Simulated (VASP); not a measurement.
The system is TaAl.

```
Ta Al
1.0
     2.07957   -2.52683    0.00000
     2.07957    2.52683    0.00000
     0.00000    0.00000    3.09000
Ta Al
1 1
Direct
  0.00000 0.00000 0.00000
  0.50000 0.50000 0.00000
```

The cell was built by a generator and needn't be a form met in nature.

| Property | Result |
| --- | --- |
| Program | VASP 6.6.1 |
| Task | relaxation of cell and atoms |
| Functional | PBE |
| Potentials or basis | VASP PAW PBE potentials, release 64 (Ta_pv, Al) |
| Cutoff | 520 eV |
| k mesh | 6 × 6 × 7 |
| Occupations | gaussian, width 0.15 eV |
| Spin | no spin polarisation |

At the start: pressure 64.3 GPa; volume 16.24 Å³/atom.

Question: How do energy, volume and symmetry change on relaxing?

Answer: Over 14 steps the energy falls by 2134.8 meV/atom and the volume is 19.36 Å³/atom (+19.3 %); space group P4/mmm (No. 123, to 0.05 Å).

Step by step:
```
step  energy change (eV)  largest force (eV/Å)  pressure (GPa)  volume (Å³)
   1              0.0000                0.0000           64.31        32.47
   2             -2.0379                0.0000          -13.43        62.90
   3             -2.3864                0.0000          -13.33        58.95
   4             -2.6683                0.0000          -13.46        55.82
   5             -4.0100                0.0000           -8.97        44.19
   6             -3.7248                0.0000           10.16        38.33
   7             -4.0907                0.0000           -5.91        42.61
   8             -4.0987                0.0000           -3.66        41.77
   9             -4.0994                0.0000           -4.10        41.95
  10             -4.2649                0.0000           -1.10        39.46
  11             -4.2689                0.0000           -0.88        39.12
  12             -4.2689                0.0000           -0.48        39.00
  13             -4.2690                0.0000           -0.44        39.06
  14             -4.2696                0.0000            0.10        38.73
```

Final structure:
```cif
data_structure
_symmetry_space_group_name_H-M 'P 1'
_symmetry_Int_Tables_number 1
_cell_length_a 3.7612
_cell_length_b 3.7612
_cell_length_c 2.7376
_cell_angle_alpha 90.000
_cell_angle_beta 90.000
_cell_angle_gamma 89.867
_cell_volume 38.73
loop_
_atom_site_label
_atom_site_type_symbol
_atom_site_fract_x
_atom_site_fract_y
_atom_site_fract_z
_atom_site_occupancy
Ta1 Ta 0.00000 0.00000 0.00000 1
Al1 Al 0.50000 0.50000 0.00000 1
```

Caveat: the volume moved by over 15 % at a fixed basis, so the end points are rough.
